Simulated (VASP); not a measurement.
```
CELL_PARAMETERS angstrom
      1.58689    -2.74857     0.00000
      1.58689     2.74857     0.00000
      0.00000     0.00000     5.16497
ATOMIC_POSITIONS crystal
  Ga 0.66667 0.33333 0.50005
  Ga 0.33333 0.66667 0.00005
  N  0.66667 0.33333 0.87695
  N  0.33333 0.66667 0.37695
```

Calculation: TPSS meta-GGA, VASP's PBE PAW potentials (set 64) (plane waves; VASP 6.6.1). Settings: 520 eV cut-off, 8×8×4 Γ-centred mesh, Gaussian smearing of 0.050 eV, potentials Ga_d N.

Question: Give the stress tensor in GPa (positive for a compressed cell).

Answer: 
```
6.00  0.00  0.00
0.00  6.00  0.00
0.00  0.00  5.99
```
The pressure is its mean diagonal, 6.00 GPa.

The compound is GaN in the wurtzite structure. This cell is one point of a volume scan, at 0.97 of the reference volume.
